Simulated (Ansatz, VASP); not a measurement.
# Cross-check of SiC (Moissanite 3C) between VASP and Ansatz, part 2 of 2

One calculation is typed for both programs; each brings its own data sets. How far apart do they land? The cell is taken from a series of runs on this material, whose earlier steps may have relaxed, scaled, displaced or heated it; both programs get it as it stands.

VASP 6.6.1 and Ansatz 0.2.0.

So far: Set-up; VASP: zone-centre phonons, LDA.

## (3) Ansatz: zone-centre phonons, LDA

Level of this step: Ansatz beside VASP: Kohn-Sham DFT, plane waves, LDA (Ansatz).

Ansatz runs on norm-conserving files, of PseudoDojo where its log says so.

The same cell, functional (in two slightly different forms) and mesh now go to Ansatz.

Contents of input.yaml:

```yaml
crystal:
  lattice:
    - [-2.1626207487, 0.0, 2.1626207487]
    - [0.0, 2.1626207487, 2.1626207487]
    - [-2.1626207487, 2.1626207487, 0.0]
  atoms:
    - { symbol: Si, position: [0.0, 0.0, 0.0] }
    - { symbol: C, position: [0.25, 0.25, 0.25] }
kpoints:
  mp_grid: { grid: [12, 12, 12] }
hamiltonian:
  xc: lda
  pseudopotentials: { kind: nc, accuracy: standard }
scf:
  occupations: { method: fixed }
output:
  eigenvalues: true
basis:
  ecutwfc: 1115.667
phonons:
  method: dfpt
  dielectric: true
  rigid_motions: translations
  qmesh: [4, 4, 4]
  temperatures: { t_max: 1000, t_step: 50 }
  qpath:
    path:
      - [[0.0, 0.0, 0.0], [0.0, 0.5, 0.5], [0.0, 0.625, 0.375]]
      - [[-0.375, 0.375, 0.0], [0.0, 0.0, 0.0], [0.0, 0.5, 0.0], [-0.25, 0.5, 0.25], [0.0, 0.5, 0.5]]
    npoints: 12
```

Command:

```sh
> ansatz run input.yaml --threads 8 --pin off --max-ram 16384MiB --backend cpu --events-out ev --progress --plain --runs-dir out
```

Output:

```text
Warning: phonons: the dynamical matrix that this run interpolates holds no multipole term above the dipole-dipole one, and a site of this crystal is no centre of inversion, so its interpolated transverse optical and acoustic branches and sound speeds can stay off near Gamma, and the density of states and the thermodynamics with them. What a run solves at a wave vector of phonons.qpoints, Gamma apart, where the deck admits one, is free of this, and under fd what a larger phonons.supercell samples
Engine: ansatz 0.2.0, x86_64-unknown-linux-gnu
Pseudopotentials: kind: nc
Pseudopotential: Si, nc, valence charge 4, recommended cutoff 435.38218 eV (normal), Si.nc.azcp (PseudoDojo's, or run here from an input of PseudoDojo's; its table is named by hamiltonian.pseudopotentials.accuracy)
Pseudopotential: C, nc, valence charge 4, recommended cutoff 1115.666836 eV (normal), C.nc.azcp (PseudoDojo's, or run here from an input of PseudoDojo's; its table is named by hamiltonian.pseudopotentials.accuracy)
Functional definition: SPW92
  exchange = slater_x
  correlation = pw_c
Crystal: 2 atoms, lattice volume = 20.229 Å³
Basis set: ecut = 1115.667 eV, 1687 PW (Γ), exchange–correlation on 72×72×72 points (8 copies of the dense FFT grid, shifted against one another)
Bands: 8, of which v1, the nominal top of the filled ones, is band 4 counted from 1 (3 counted from 0)
Symmetry: 24 space group operations
k-points: 280 of 1728 (irreducible under 4 space group operations, time reversal used)
Non-local potential: Si, projectors of the file, l = 0: 2, l = 1: 2, l = 2: 2
Non-local potential: C, projectors of the file, l = 0: 2, l = 1: 2
Initial density: superposition of atomic densities (chi_scale 0.1, normalization cell, long waves kept (reshape's long-wave potential 0.00 eV rms))
Initial wavefunctions: pseudopotential atomic-orbital guess
Functional: x = slater, c = lda
SCF iter   1: F=—  HF=-282.461280 eV  |F-HF|=—  |Δ(HF+E_count)|=         —  Δρ=1.48e-1  dr2=5.29e0  ethr=3.10e-3  ⟨swp⟩=4.6  Hψ=16002  notcnv=0  defer=524
preconditioner: auto → none  [insulator: Δε(μ)=3.441 eV  Ē_g=14.922 eV  n_scr=0 (ndim 8)  ℏωp=23.4 eV  f_vac=0.000  ε∞_Penn≈3.4]
SCF iter   2: F=—  HF=-280.838081 eV  |F-HF|=—  |Δ(HF+E_count)|=    1.62e0  Δρ=5.08e-2  dr2=3.33e-1  ethr=3.10e-3  ⟨swp⟩=3.1  Hψ=7333  notcnv=0  defer=526
SCF iter   3: F=—  HF=-280.743922 eV  |F-HF|=—  |Δ(HF+E_count)|=   9.42e-2  Δρ=1.93e-2  dr2=3.81e-2  ethr=3.10e-3  ⟨swp⟩=2.6  Hψ=4254  notcnv=0  defer=529
SCF iter   4: F=—  HF=-280.734908 eV  |F-HF|=—  |Δ(HF+E_count)|=   9.01e-3  Δρ=1.07e-3  dr2=1.12e-4  ethr=4.76e-4  ⟨swp⟩=2.0  Hψ=2664  notcnv=0  defer=542
SCF iter   5: F=—  HF=-280.734952 eV  |F-HF|=—  |Δ(HF+E_count)|=   4.33e-5  Δρ=1.70e-4  dr2=2.30e-6  ethr=1.40e-6  ⟨swp⟩=2.0  Hψ=3563  notcnv=0  defer=546
SCF iter   6: F=—  HF=-280.734951 eV  |F-HF|=—  |Δ(HF+E_count)|=   1.57e-7  Δρ=2.22e-5  dr2=5.15e-8  ethr=2.87e-8  ⟨swp⟩=2.0  Hψ=3118  notcnv=0  defer=10
SCF iter   7: F=—  HF=-280.734951 eV  |F-HF|=—  |Δ(HF+E_count)|=   3.92e-8  Δρ=2.23e-6  dr2=3.65e-10  ethr=6.44e-10  ⟨swp⟩=1.9  Hψ=3051  notcnv=0
SCF iter   8: F=-280.734951 eV  HF=-280.734951 eV  |F-HF|=1.42e-12  |Δ(HF+E_count)|=  9.84e-11  Δρ=1.43e-7  dr2=2.34e-12  ethr=1.25e-12  ⟨swp⟩=7.3  Hψ=13828  notcnv=0
SCF 1 converged in 8 iterations: F = -280.734951 eV  dr2 = 2.34e-12
NSCF: frozen V_eff on 2 k-points
DFPT response loops at Γ: preconditioner auto → none (the input reference at scf.mixing.eps_inf says where Resta's filter doesn't serve); β = 0.50; Broyden in place of MSR1
── the response to a field inside a basis, on 12×12×12 k-points: an SCF that follows is theirs, and a resumed run solves both again ──
Bands: 5, of which v1, the nominal top of the filled ones, is band 4 counted from 1 (3 counted from 0)
k-points: 182 of 1728 (irreducible under 6 space group operations, time reversal used)
Initial density: handed on by an earlier stage of this run
Initial wavefunctions: pseudopotential atomic-orbital guess (no wavefunctions were taken with the density)
Eigensolver: Dense (182 Hₖ)
SCF iter   1: F=—  HF=-280.734546 eV  |F-HF|=—  |Δ(HF+E_count)|=         —  Δρ=8.05e-5  dr2=1.14e-7  ethr=1.00e-1
preconditioner: auto → none  [insulator: Δε(μ)=1.473 eV  Ē_g=10.740 eV  n_scr=0 (ndim 8)  ℏωp=23.4 eV  f_vac=0.000  ε∞_Penn≈5.7]
SCF iter   2: F=-280.734546 eV  HF=-280.734546 eV  |F-HF|=4.57e-8  |Δ(HF+E_count)|=   1.34e-7  Δρ=4.06e-5  dr2=2.89e-8  ethr=1.43e-9
SCF 1 converged in 2 iterations: F = -280.734546 eV  dr2 = 2.89e-8
DFPT response loops at Γ: mixed as the last ones told, above
NSCF: frozen V_eff on 72 k-points
NSCF: frozen V_eff on 1872 k-points
DFPT response loops at q = (0, 0, 0.25) (fractional): mixed as the last ones told, above
NSCF: frozen V_eff on 952 k-points
DFPT response loops at q = (0, 0, -0.5) (fractional): preconditioner auto → Resta (q_TF=auto, 2.337 Å⁻¹)  ε∞=6.8 (no band partly filled); β = 1.00, the filter's whole step (`scf.mixing.beta` (0.50) is not read by the response loops at its default; to damp them type it under 1.00, their step now; it binds the ground state too); Broyden in place of MSR1
NSCF: frozen V_eff on 1020 k-points
[...]
SCF converged after 8 iterations
Free energy (F): -280.734951 eV
Harris-Foulkes:  -280.734951 eV  (|F-HF|=1.42e-12)
Internal energy: -280.734951 eV  (E = F + TS)
E sigma→0 (E₀):  -280.734951 eV
Fermi energy:    9.537978 eV
--- Per-component energies (eV) ---
  E_band       = 28.883343
  E_kinetic    = 162.542778
  E_local      = -92.266702  (includes V_loc(G=0)·N_el)
  E_nonlocal   = 7.991589
  E_hartree    = 31.218390
  E_xc         = -103.280331
  E_vxc        = -111.821088  (∫ρ·V_xc dr)
  E_ewald      = -286.940675
  E_smearing   = -0.000000  (= −TS)
  E_closure    = -0.000000  (closes the sum)
  Σ components = -280.734951   (vs F -280.734951, Δ=0.00e0)
--- Band table (eV; the first three rows and the last of 280) ---
  k-point 0: bands = ["-5.9647", "9.5380", "9.5380", "9.5380", "16.0929", "16.8977", "16.8977", "16.8977"]
  k-point 1: bands = ["-5.8261", "8.8167", "9.4417", "9.4417", "16.2701", "17.0750", "17.0750", "17.0913"]
  k-point 2: bands = ["-5.4140", "7.1675", "9.2038", "9.2038", "16.0496", "17.4175", "17.4175", "18.0331"]
  k-point 279: bands = ["-0.7563", "1.6405", "6.2953", "6.2953", "10.8484", "13.8202", "23.6141", "23.6141"]
--- Phonons (Γ-DFPT): 2 representative perturbations + reference, on 280 of 1728 k-points (Σ response iterations 6) ---
  k mesh reduced under 4 symmetry operations, with k and −k counted as one. Each operation leaves every solved perturbation unchanged. A smaller set is not considered because the run solves the response to a homogeneous field
  ASR residual: 9.793e-5 → 0.000e0 eV/Å²; symmetrization residual: 3.748e-7 eV/Å²
  ASR residual per site (eV/Å²): 5.68e-6 9.79e-5
  Γ frequencies (cm⁻¹): 0.00 0.00 0.00 798.32 798.32 798.32
  ε∞ (high-frequency dielectric tensor):
        6.868617     0.000000     0.000000
        0.000000     6.868617    -0.000000
        0.000000    -0.000000     6.868617
  ε⁰ (static dielectric tensor: ions relaxed, cell fixed):
       10.231231    -0.000000     0.000000
       -0.000000    10.231231     0.000000
        0.000000     0.000000    10.231231
  ε⁰ − ε∞ (ionic part):
        3.362614    -0.000000     0.000000
       -0.000000     3.362614     0.000000
        0.000000     0.000000     3.362614
  softest optical mode at Γ: 798.32 cm⁻¹; the repairs (sum rule, projections) moved no ω² at Γ by more than (1.51 cm⁻¹)²
  Born effective charges Z* (e; rows j = field, columns β = displacement):
    site 0:
         2.72250   -0.00000    0.00000
        -0.00000    2.72250    0.00000
         0.00000   -0.00000    2.72250
    site 1:
        -2.72250    0.00000   -0.00000
         0.00000   -2.72250   -0.00000
        -0.00000    0.00000   -2.72250
  Z* charge neutrality: 3.221e-5 e pre-enforcement
  solved inside a basis spanned on kpoints, on 12×12×12 k-points, its susceptibility summed on 16×16×16: ε∞ is read to err by 1.8e-2, Z* by 8.5e-3 e (field_mesh: kpoints solves on kpoints); Z* is corrected for what the basis lacks
  optical modes at Γ without the LO–TO term, one row a degenerate level:
      ω (cm⁻¹)  modes    IR ((D/Å)²/amu)
        798.32      3            60.9771
  optical modes at Γ + LO–TO along q̂ = [1.0000, 0.0000, 0.0000]:
      ω (cm⁻¹)  modes    IR ((D/Å)²/amu)
        798.32      2            40.6514
        974.33      1            20.3257
  optical modes at Γ + LO–TO along q̂ = [0.0000, 1.0000, 0.0000]:
      ω (cm⁻¹)  modes    IR ((D/Å)²/amu)
        798.32      2            40.6514
        974.33      1            20.3257
  optical modes at Γ + LO–TO along q̂ = [0.0000, 0.0000, 1.0000]:
      ω (cm⁻¹)  modes    IR ((D/Å)²/amu)
        798.32      2            40.6514
        974.33      1            20.3257
--- Phonons (arbitrary-q DFPT): 8 irreducible q on the 4×4×4 mesh ---
  q = [0.0000, 0.0000, 0.0000] (star 1, of the zone-centre solve; hermiticity 3.80e-8, symmetrization 5.41e-16): -0.00 0.00 0.00 798.32 798.32 798.32
  q = [0.0000, 0.0000, 0.2500] (star 8, 2 solved perturbations on 936 of 1728 k-point pairs; hermiticity 2.79e-8, symmetrization 7.68e-15): 196.89 196.89 406.65 784.81 784.81 926.61
  q = [0.0000, 0.0000, -0.5000] (star 4, 2 solved perturbations on 476 of 1728 k-point pairs; hermiticity 2.71e-8, symmetrization 1.52e-14): 260.53 260.53 615.75 773.12 773.12 841.95
  q = [0.0000, 0.2500, 0.2500] (star 6, 4 solved perturbations in 1608 linear systems a pass and spin channel, the states on 510 of 1728 k-point pairs; hermiticity 1.52e-8, symmetrization 5.30e-15): 276.50 276.50 402.09 783.63 783.63 929.71
  q = [0.0000, 0.2500, -0.5000] (star 24, 4 solved perturbations in 5328 linear systems a pass and spin channel, the states on 1728 of 1728 k-point pairs; hermiticity 2.02e-8, symmetrization 1.38e-14): 328.69 405.73 544.39 769.74 777.59 864.45
  q = [0.0000, 0.2500, -0.2500] (star 12, 4 solved perturbations in 2892 linear systems a pass and spin channel, the states on 936 of 1728 k-point pairs; hermiticity 2.83e-8, symmetrization 1.84e-14): 288.80 399.51 489.27 766.08 788.93 882.26
  q = [0.0000, -0.5000, -0.5000] (star 3, 4 solved perturbations in 886 linear systems a pass and spin channel, the states on 280 of 1728 k-point pairs; hermiticity 1.82e-8, symmetrization 2.25e-15): 366.35 366.35 634.78 769.09 769.09 830.82
  q = [0.2500, -0.5000, -0.2500] (star 6, 4 solved perturbations in 1544 linear systems a pass and spin channel, the states on 510 of 1728 k-point pairs; hermiticity 2.95e-8, symmetrization 4.37e-15): 402.87 464.15 537.96 744.42 780.58 861.35
  sum rule: each row above includes the acoustic sum rule's correction from the zone centre's row sums; it moved no ω² by more than (1.49 cm⁻¹)²
  mesh force constants: q→R imaginary residual 1.21e-18; ASR residual 9.793e-5 → 0.000e0 eV/Å²; symmetrization residual 1.066e-14 eV/Å²
  interpolated dispersion: 75 rows × 6 modes
  density of states and harmonic sums: on the 28×28×28 q-mesh, interpolated from the force constants of a 4×4×4 supercell (with the dipole–dipole term)
  largest difference from the sums on the solved wave vectors: F 6.80e-3 eV, S 1.09e-5 and C_V 3.97e-6 eV/K
  zero-point energy: 0.222787 eV/cell   skipped modes (ω ≤ 0): 3   left out of the sums: 2.28e-5 of the cell's modes: C_V's classical limit lies that fraction below 3 k_B per atom; for a crystal, a wire or a layer, F and S can be off by more, and a phonons.interpolated_qmesh denser along its periods is the remedy for the sampling
```

## (4) Differences

Known differences besides the potentials themselves: the two LDA forms differ slightly; fixed occupations in Ansatz, narrow Gaussian smearing in VASP; VASP's run holds the zone centre alone; VASP's response is taken on the typed mesh, Ansatz refines its own for the field response alone; the cutoff is 1115.67 eV in Ansatz and 600 eV in VASP; VASP's log shows a relativistic correction to its local exchange, Ansatz's none. Total energies have different zeros and are not compared.

The two programs side by side:

```csv
quantity,Ansatz,VASP,difference
ε∞ xx,6.87,6.93,-0.94 %
ε∞ yy,6.87,6.93,-0.94 %
ε∞ zz,6.87,6.93,-0.94 %
Born charge of Si1 (mean of the diagonal) (e),2.72,2.72,+0.01
Born charge of C2 (mean of the diagonal) (e),-2.72,-2.72,-0.01
optical mode 1 to 3 (cm⁻¹),798.3,800.1,-0.22 %
```

Modes are paired by rising frequency, not by their patterns, so a pair may set unlike modes beside each other; they are those without the splitting of longitudinal modes.

## (5) Results

| Item | Value |
| --- | --- |
| r.m.s. difference of the optical zone-centre modes, each program's sorted by frequency (zone-centre phonons, LDA) | 1.8 cm⁻¹ |
| difference in ε∞ xx (zone-centre phonons, LDA) | -0.9 % |

**Reading.** The r.m.s. difference of the optical zone-centre modes, each program's sorted by frequency is 1.8 cm⁻¹ (zone-centre phonons, LDA). Among the rows given in per cent, the largest difference of the zone-centre phonons, LDA pair is in ε∞ xx, -0.9 %. Such differences can come from data sets, numerical settings and the points named under the comparisons, not from the functional's error against experiment.

[Lines on the potential files, build, host, timing and source positions are cut from VASP's logs without a mark.]

[Logs are printed without paths, hosts, clocks, repeated set-up lines and the standing remarks that a program may print on its own settings, such as how far it seeks lower states.]

[Hosts, paths, dates, database ids (printed as entryN), source tags and the programs' standing remarks are cut or masked in the printed files.]
